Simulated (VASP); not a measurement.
Input:

```yaml
crystal:
  lattice:
    - [5.39977, 0.00000, 0.00000]
    - [0.00000, 4.00018, 0.00000]
    - [0.00000, 0.00000, 7.57279]
  atoms:
    - { symbol: Rh, position: [0.53032, 0.25000, 0.79269] }
    - { symbol: Rh, position: [0.03032, 0.25000, 0.70731] }
    - { symbol: Rh, position: [0.46968, 0.75000, 0.20731] }
    - { symbol: Rh, position: [0.96968, 0.75000, 0.29269] }
    - { symbol: Rh, position: [0.16493, 0.25000, 0.06895] }
    - { symbol: Rh, position: [0.66493, 0.25000, 0.43105] }
    - { symbol: Rh, position: [0.83507, 0.75000, 0.93105] }
    - { symbol: Rh, position: [0.33507, 0.75000, 0.56895] }
    - { symbol: Ge, position: [0.70963, 0.25000, 0.10390] }
    - { symbol: Ge, position: [0.20963, 0.25000, 0.39610] }
    - { symbol: Ge, position: [0.29037, 0.75000, 0.89610] }
    - { symbol: Ge, position: [0.79037, 0.75000, 0.60390] }
```

Level of theory: PBEsol GGA, VASP's PBE PAW potentials (set 64) (plane waves; VASP). Numerical set-up: 400 eV cut-off, 7×9×5 Γ-centred mesh, tetrahedra with Blöchl corrections, potentials Rh_pv Ge_d.

The cores are frozen, which limits the accuracy of field gradients.

**Question.** Give the principal components of the electric field gradient (V/Å²) and the asymmetry η at each nucleus.

**Answer.** 
```
atom    Vxx    Vyy    Vzz     η
----  -----  -----  -----  ----
Rh1    13.6    9.9  -23.5  0.15
Rh2    13.6    9.9  -23.5  0.15
Rh3    13.6    9.9  -23.5  0.15
Rh4    13.6    9.9  -23.5  0.15
Rh5    13.9    4.1  -18.0  0.55
Rh6    13.9    4.1  -18.0  0.55
Rh7    13.9    4.1  -18.0  0.55
Rh8    13.9    4.1  -18.0  0.55
Ge9   -34.8  -24.8   59.6  0.17
Ge10  -34.8  -24.8   59.6  0.17
Ge11  -34.8  -24.8   59.6  0.17
Ge12  -34.8  -24.8   59.6  0.17
```

The structure was generated: GeRh2 was put into the Co2Si type (Pnma), which need not be its known phase. It was relaxed first.
